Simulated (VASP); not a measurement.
Here is the system:

```
BeSe
1.0
    0.00000     2.43685     2.43685
    2.43685     0.00000     2.43685
    2.43685     2.43685     0.00000
Be Se
1 1
Direct
  0.00000   0.00000   0.00000
  0.50000   0.50000   0.50000
```

Level of theory: PBEsol GGA, VASP's PBE PAW potentials (set 64) (plane waves; VASP 6.6.1). Run with 500 eV cut-off, 9×9×9 Γ-centred mesh, Gaussian smearing of 0.050 eV, potentials Be Se.

Estimate the energy per atom (σ→0).

```
Item                           Result
---------------------  --------------
energy per atom (σ→0)  -4.246 eV/atom
```

The absolute energy has meaning only against runs of the same code, potentials and settings.

The structure was generated: BeSe was put into the rock salt type (Fm-3m), which need not be its known phase. It was relaxed first, which changed the volume by +14 %.
